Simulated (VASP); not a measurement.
Output of a VASP run:

**OSZICAR**
```
       N       E                     dE             d eps       ncg     rms          rms(c)
DAV:   1     0.916126394477E+02    0.91613E+02   -0.90937E+03  3206   0.141E+03
DAV:   2    -0.275695441064E+02   -0.11918E+03   -0.11435E+03  3286   0.385E+02
DAV:   3    -0.290966479020E+02   -0.15271E+01   -0.15126E+01  3754   0.498E+01
DAV:   4    -0.291062394810E+02   -0.95916E-02   -0.95895E-02  3580   0.402E+00
DAV:   5    -0.291064490430E+02   -0.20956E-03   -0.20955E-03  3901   0.505E-01    0.129E+01
DAV:   6    -0.238681567471E+02    0.52383E+01   -0.64818E+00  3361   0.387E+01    0.299E+00
DAV:   7    -0.241235254407E+02   -0.25537E+00   -0.51122E-01  3274   0.110E+01    0.231E+00
DAV:   8    -0.241305362113E+02   -0.70108E-02   -0.41985E-02  3469   0.285E+00    0.541E-01
DAV:   9    -0.241361313769E+02   -0.55952E-02   -0.17662E-02  3502   0.152E+00    0.174E-01
DAV:  10    -0.241361851847E+02   -0.53808E-04   -0.29103E-03  3580   0.609E-01    0.117E-01
DAV:  11    -0.241362654821E+02   -0.80297E-04   -0.42895E-04  3658   0.298E-01    0.323E-02
DAV:  12    -0.241362990884E+02   -0.33606E-04   -0.75033E-05  3520   0.986E-02    0.315E-02
DAV:  13    -0.241362868271E+02    0.12261E-04   -0.46837E-05  3574   0.103E-01    0.543E-03
DAV:  14    -0.241363001186E+02   -0.13291E-04   -0.59720E-06  3637   0.221E-02    0.137E-03
DAV:  15    -0.241362975311E+02    0.25875E-05   -0.34660E-07  3810   0.624E-03    0.107E-03
DAV:  16    -0.241362992328E+02   -0.17016E-05   -0.45039E-08  2263   0.247E-03    0.538E-04
DAV:  17    -0.241362989085E+02    0.32422E-06   -0.36329E-08  2367   0.193E-03    0.163E-04
DAV:  18    -0.241362993070E+02   -0.39841E-06   -0.17961E-09  1832   0.479E-04    0.864E-05
DAV:  19    -0.241362990605E+02    0.24649E-06   -0.33766E-10  1781   0.214E-04    0.135E-05
DAV:  20    -0.241362991146E+02   -0.54172E-07   -0.60949E-11  1727   0.936E-05
   1 F= -.24136299E+02 E0= -.24136054E+02  d E =-.735068E-03
```

OUTCAR:
```
------------------------ aborting loop because EDIFF is reached ----------------------------------------
  FORCE on cell =-STRESS in cart. coord.  units (eV):
  Direction    XX          YY          ZZ          XY          YZ          ZX
  --------------------------------------------------------------------------------------
  Total        0.1065093      0.1065093      0.1065093      0.0000000      0.0000000      0.0000000
  in kB       12.4396205     12.4396205     12.4396205      0.0000000      0.0000000      0.0000000
  external PRESSURE =      12.4396205 kB  Pullay stress =       0.0000000 kB
  volume of cell :       13.72
      direct lattice vectors                 reciprocal lattice vectors
     0.000000000  1.900000000  1.900000000    -0.263157895  0.263157895  0.263157895
     1.900000000  0.000000000  1.900000000     0.263157895 -0.263157895  0.263157895
     1.900000000  1.900000000  0.000000000     0.263157895  0.263157895 -0.263157895
 POSITION                                       TOTAL-FORCE (eV/Angst)
 -----------------------------------------------------------------------------------
      0.00000      0.00000      0.00000         0.000000      0.000000      0.000000
 -----------------------------------------------------------------------------------
    total drift:                                0.000000      0.000000      0.000000
  FREE ENERGIE OF THE ION-ELECTRON SYSTEM (eV)
  ---------------------------------------------------
  free  energy   TOTEN  =       -24.1362991146 eV

  energy  without entropy=      -24.1355640465  energy(sigma->0) =      -24.13605409
```
(Selected blocks of OUTCAR.)

POSCAR:
```
Rh
1
    0.0000000000     1.9000000000     1.9000000000
    1.9000000000     0.0000000000     1.9000000000
    1.9000000000     1.9000000000     0.0000000000
Rh
1
Direct
  0.0000000000   0.0000000000   0.0000000000
```

Question: Write an INCAR and KPOINTS that could have produced this output.

Answer: One answer among several that fit: the input of the run itself, r2SCAN meta-GGA, plane waves, VASP's PBE PAW potentials (set 64).

INCAR:
```
SYSTEM = Rh
PREC = Accurate
ENCUT = 480
EDIFF = 1E-7
NELM = 100
ALGO = Normal
LREAL = .FALSE.
LASPH = .TRUE.
ISMEAR = 1
SIGMA = 0.1
METAGGA = R2SCAN
LMIXTAU = .TRUE.
LMAXMIX = 4
LWAVE = .FALSE.
LCHARG = .FALSE.
ISIF = 2
```

### KPOINTS
```
K-points
0
gamma
16 16 16
```

POTCAR, in this order: Rh_pv (PBE.64 set). Program: vasp_std.

The compound is Rh in the fcc structure. The cell was not relaxed at this level.
